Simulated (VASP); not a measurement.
An input for Quantum ESPRESSO's pw.x (written as the equivalent of a VASP run, and not itself run):

```
&CONTROL
  calculation = 'scf'
  pseudo_dir = './pseudo'
  outdir = './out'
  tprnfor = .true.
  tstress = .true.
/
&SYSTEM
  ibrav = 0
  nat = 5
  ntyp = 3
  ecutwfc = 62.5
  occupations = 'smearing'
  smearing = 'gaussian'
  degauss = 0.003675
  input_dft = 'vdw-df2-b86r'
/
&ELECTRONS
  conv_thr = 7.3e-09
  electron_maxstep = 100
/
ATOMIC_SPECIES
  Cs 132.905 Cs.upf
  Pb 207.200 Pb.upf
  Br 79.904 Br.upf
CELL_PARAMETERS angstrom
     5.8600848    0.0000000    0.0000000
     0.0000000    5.8600848    0.0000000
     0.0000000    0.0000000    5.8600848
ATOMIC_POSITIONS crystal
  Cs   0.0000000  0.0000000  0.0000000
  Pb   0.5000000  0.5000000  0.5000000
  Br   0.5000000  0.0000000  0.5000000
  Br   0.0000000  0.5000000  0.5000000
  Br   0.5000000  0.5000000  0.0000000
K_POINTS automatic
  4 4 4 0 0 0
```

Problem. Translate this input to VASP (INCAR, KPOINTS, POSCAR, choice of POTCAR).

Solution. One answer among several that fit: 
### INCAR
```
SYSTEM = CsPbBr3
PREC = Accurate; ENCUT = 520; LREAL = F
LASPH = T
EDIFF = 1E-7; NELM = 100; ALGO = Normal
LMAXMIX = 4
ISMEAR = 0; SIGMA = 0.05
GGA = MK; LUSE_VDW = T; AGGAC = 0.0
PARAM1 = 0.1234568; PARAM2 = 0.7114; ZAB_VDW = -1.8867
ISIF = 2
LWAVE = F; LCHARG = F
```

POSCAR:
```
CsPbBr3
5.8600850
  0.9999999648   0.0000000000   0.0000000000
  0.0000000000   0.9999999648   0.0000000000
  0.0000000000   0.0000000000   0.9999999648
Cs Pb Br
1 1 3
Direct
  0.0000000000   0.0000000000   0.0000000000
  0.5000000000   0.5000000000   0.5000000000
  0.5000000000   0.0000000000   0.5000000000
  0.0000000000   0.5000000000   0.5000000000
  0.5000000000   0.5000000000   0.0000000000
```

**KPOINTS**
```
Automatic mesh
0
Gamma
4 4 4
0 0 0
```

POTCAR, in this order: Cs_sv Pb_d Br (PBE.64 set). Program: vasp_std.

The two are equivalent in intent, not identical: the potentials are each code's own (VASP's PAW set, PseudoDojo norm-conserving files in pw.x), so ENCUT and ecutwfc are chosen apart and not converted; conv_thr bounds pw.x's estimated SCF error, while EDIFF bounds the energy change between steps.

The compound is CsPbBr3 in the cubic perovskite structure, the ideal cubic form; the compound distorts at low or room temperature. This cell is one point of a volume scan, at 0.97 of the reference volume.
